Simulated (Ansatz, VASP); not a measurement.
CsTlH4 in VASP and in Ansatz

```
Cs Tl H
1.0
     4.43729    0.00000    0.00000
     0.00000    4.43729    0.00000
     0.00000    0.00000    5.39853
Cs Tl H
1 1 4
Direct
  0.50000 0.50000 0.50000
  0.00000 0.00000 0.00000
  0.00000 0.00000 0.58094
  0.50000 0.00000 0.00000
  0.00000 0.50000 0.00000
  0.00000 0.00000 0.41906
```

The cell was built by a generator and needn't be a form met in nature.

Alike in both runs: task single point; functional PBE; k mesh 10 × 10 × 8; occupations gaussian, width 0.1 eV; no spin polarisation.

|  | VASP | Ansatz |
| --- | --- | --- |
| version | VASP 6.6.1 | Ansatz 0.2.0 |
| potentials or method | VASP PAW PBE potentials, release 64 (Cs_sv, Tl_d, H) | scalar-relativistic, plane waves, PAW |
| plane-wave cutoff (eV) | 520 | 420 |
| valence electrons in the cell | 26 | 26 |

```csv
,VASP,Ansatz,Ansatz less VASP
gap on the k mesh at the Fermi level (eV),none,none,-
pressure (GPa),0.0,0.0,+0.04
```

A gap of «none» marks a metal or a gap that the smearing closes.

The runs have no spin-orbit coupling, so splittings on Cs, Tl are missing.
